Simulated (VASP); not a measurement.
Input for VASP

**INCAR**
```
! general
SYSTEM  = Sc3InN
PREC    = Accurate
ENCUT   = 400   ! plane-wave cut-off (eV)
LREAL   = F
LASPH   = T

! electronic loop
EDIFF   = 1E-6   ! SCF stop (eV)
NELM    = 100
ALGO    = Normal
LMAXMIX = 4

! smearing
ISMEAR  = -1   ! Fermi-Dirac
SIGMA   = 0.1   ! width (eV)

! ions
ISIF    = 2

! output
LWAVE   = F
LCHARG  = F
```

File KPOINTS:
```
Regular mesh
0
gamma
4 4 4
```

File POSCAR:
```
Sc3InN
4.4059420
  1.0000000000   0.0000000000   0.0000000000
  0.0000000000   1.0000000000   0.0000000000
  0.0000000000   0.0000000000   1.0000000000
In N Sc
1 1 3
direct
  0.0000000000   0.0000000000   0.0000000000
  0.5000000000   0.5000000000   0.5000000000
  0.5000000000   0.5000000000   0.0000000000
  0.0000000000   0.5000000000   0.5000000000
  0.5000000000   0.0000000000   0.5000000000
```

POTCAR, in this order: In_d N Sc_sv (LDA.64 set). Program: vasp_std.

Question: Translate this LDA calculation to Ansatz.

Answer: One equivalent input (not run):
Ansatz 0.2 input:
```yaml
crystal:
  lattice:
    - [4.4059420, 0.0000000, 0.0000000]
    - [0.0000000, 4.4059420, 0.0000000]
    - [0.0000000, 0.0000000, 4.4059420]
  atoms:
    - { symbol: In, position: [0.0000000, 0.0000000, 0.0000000] }
    - { symbol: N, position: [0.5000000, 0.5000000, 0.5000000] }
    - { symbol: Sc, position: [0.5000000, 0.5000000, 0.0000000] }
    - { symbol: Sc, position: [0.0000000, 0.5000000, 0.5000000] }
    - { symbol: Sc, position: [0.5000000, 0.0000000, 0.5000000] }
kpoints:
  mp_grid: { grid: [4, 4, 4] }
hamiltonian:
  xc: lda
  pseudopotentials: { kind: paw }
scf:
  occupations: { method: fermi_dirac, width: 0.1 }
  max_iter: 100
output: { forces: true, stress: true, eigenvalues: true }
```
Limits of the translation: each code has its own PAW files, so the cut-off isn't converted (ENCUT is set for VASP's; basis.ecutwfc is left out, and Ansatz then takes the one that its files recommend); Ansatz stops its SCF on the density residual and VASP on the energy change (EDIFF); Ansatz's lda is the Perdew-Wang form, while the LDA potentials of VASP carry Perdew-Zunger's.

The structure comes from a measured Sc3InN entry of the Crystallography Open Database, whose conditions weren't checked. The cell was not relaxed at this level. The k-mesh is coarse (spacing up to 0.36 per Å, 2π included), so the numbers may not be converged in it. The run is one of a series of settings (KPOINTS 4×4×4 Γ-centred mesh against the base run), some of them coarse on purpose.
